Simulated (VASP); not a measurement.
Data:

```xyz
3
Lattice="0.0000 3.3580 3.3580 3.3580 0.0000 3.3580 3.3580 3.3580 0.0000" Properties=species:S:1:pos:R:3 pbc="T T T"
Sr     0.0000     0.0000     0.0000
Cl     1.6790     1.6790     1.6790
Cl     5.0370     5.0370     5.0370
```

Level of theory: r2SCAN meta-GGA, VASP's PBE PAW potentials (set 64) (plane waves; VASP). Run with 480 eV cut-off, 6×6×6 Γ-centred mesh, Gaussian smearing of 0.050 eV, potentials Sr_sv Cl.

Q: Give the stress tensor in GPa (positive for a compressed cell).

A: 
```
6.08  0.00  0.00
0.00  6.08  0.00
0.00  0.00  6.08
```
The pressure is its mean diagonal, 6.08 GPa.

The compound is SrCl2 in the fluorite structure. This cell was strained or had an atom moved on purpose.
